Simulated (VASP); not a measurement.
CuCl (zinc blende), at 1.04 of the tabulated volume:

```
CuCl
1.0
    0.00000     2.74060     2.74060
    2.74060     0.00000     2.74060
    2.74060     2.74060     0.00000
Cu Cl
1 1
Direct
  0.00000   0.00000   0.00000
  0.25000   0.25000   0.25000
```

The highest filled band near Γ, direction [100], from PBE with spin-orbit coupling in VASP (PAW); its two spin partners are averaged. The gap over the points computed is 0.40 eV, and the next band on that side lies 0.09 eV away at the edge.

Settings: 400 eV cut-off, 9×9×9 Γ-centred mesh, Gaussian smearing of 0.050 eV, potentials Cu Cl.

```tsv
distance from the edge in k (1/Å)	distance in energy (meV)
0.025	3.0
0.035	5.6
0.050	10.8
0.070	19.2
```

**Question.** Fit E(1 + αE) = ħ²k²/2m* (ħ²/2m0 = 3.810 eV Å²) and predict the row at 0.095 1/Å.

**Answer.** Least squares on the energies gives the hole mass m* = 0.769 m0 and α = 13.76 per eV, and so 31.3 meV. The run gave 31.5 meV, +0.2 meV from the fit.

Left out are points under 3 meV from the edge, since the levels carry 0.1 meV, and points farther than half the way to the next band.

The compound is CuCl in the zinc blende structure. The cell was not relaxed at this level.
